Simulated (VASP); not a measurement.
Input:

```yaml
crystal:
  lattice:
    - [3.73146, -1.90993, -0.00232]
    - [3.73146, 1.90993, -0.00232]
    - [2.75582, 0.00000, 3.15864]
  atoms:
    - { symbol: As, position: [0.22706, 0.22706, 0.22706] }
    - { symbol: As, position: [0.77294, 0.77294, 0.77294] }
```

These are PBE GGA, VASP's PBE PAW potentials (set 64) (plane waves; VASP) values and carry that method's errors. Numerical set-up: 520 eV cut-off, 13×13×13 Γ-centred mesh, tetrahedra with Blöchl corrections, potentials As.

Question: Predict the energy per atom (σ→0), band gap (on the k-mesh) with the smallest direct gap where there is one.

Answer: 
The band gap (on the k-mesh) is none (metal, semimetal or under 0.01 eV) and the energy per atom (σ→0) is -4.671 eV/atom.

The absolute energy has meaning only against runs of the same code, potentials and settings.

The compound is As in the a7 structure. It was relaxed first.
